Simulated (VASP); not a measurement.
Input:

```
CsPbCl3
1.0
    5.68322     0.00000     0.00000
    0.00000     5.68322     0.00000
    0.00000     0.00000     5.68322
Cs Pb Cl
1 1 3
Direct
  0.00000   0.00000   0.00000
  0.50000   0.50000   0.50000
  0.50000   0.00000   0.50000
  0.00000   0.50000   0.50000
  0.50000   0.50000   0.00000
```

The numbers are results of PBE GGA with D3 dispersion (zero damping), VASP's PBE PAW potentials (set 64) (plane waves; VASP), not measurements. Numerical set-up: 520 eV cut-off, Gaussian smearing of 0.050 eV, potentials Cs_sv Pb_d Cl.

Unless said otherwise, spin-orbit coupling is left out, though it shifts the bands of the heavy elements here.

Question: Predict the band gap (along the path) with the smallest direct gap where there is one.

Answer: 
```json
{
  "band gap (along the path)": "2.12 eV",
  "smallest direct gap (along the path)": "2.12 eV"
}
```

The compound is CsPbCl3 in the cubic perovskite structure, the ideal cubic form; the compound distorts at low or room temperature. It was relaxed first.
